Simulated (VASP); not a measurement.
Input of a VASP 6.6.1 run:

The input INCAR:

```
SYSTEM = Si2B3
ALGO = Fast
EDIFF = 1E-4
EDIFFG = -0.08
ENCUT = 520
GGA = PE
IBRION = 2
ISIF = 3
ISMEAR = 0
LASPH = .True.
LCHARG = .False.
LREAL = .False.
LWAVE = .False.
NELM = 60
NSW = 24
PREC = Normal
SIGMA = 0.15
```

Contents of KPOINTS:

```
k-points
0
Gamma
  5 5 5
  0 0 0
```

File POSCAR:

```
Si2B3
1.0
    2.2855501200      1.3195629800      3.5617029100
   -2.2855501200      1.3195629800      3.5617029100
    0.0000000000     -2.6391259600      3.5617029100
Si B
2 3
Direct
    0.8070942500      0.8070942500      0.8070942500
    0.1929057500      0.1929057500      0.1929057500
    0.5000000000      0.5000000000      0.0000000000
    0.0000000000      0.5000000000      0.5000000000
    0.5000000000      0.0000000000      0.5000000000
```

Potentials or basis: VASP PAW PBE potentials, release 64 (Si, B).

Launch:

```console
$ cat potpaw_PBE.64/Si/POTCAR potpaw_PBE.64/B/POTCAR > POTCAR
$ mpirun -np 1 vasp_std > vasp.out
```

Task: Predict the relaxed volume.

Result: 11.22 Å³/atom.

Task: Estimate the space group after relaxing (to 0.05 Å).

Result: R-3m (No. 166).

Task: Predict the relaxed cell.

Result: a = 5.567 Å, b = 5.567 Å, c = 5.567 Å, α = 37.04°, β = 37.04°, γ = 37.04°.

Task: Predict the band gap on the k mesh.

Result: None (metal or under the smearing width).

Forces in eV/Å, atoms in the order of the input:
```
Si   0.000  0.000  0.009
Si   0.000  0.000 -0.009
B    0.000  0.000  0.000
B    0.000  0.000  0.000
B    0.000  0.000  0.000
```

Caveat: the relaxation stopped at a loose force limit of 0.08 eV/Å, so its end isn't a converged minimum.
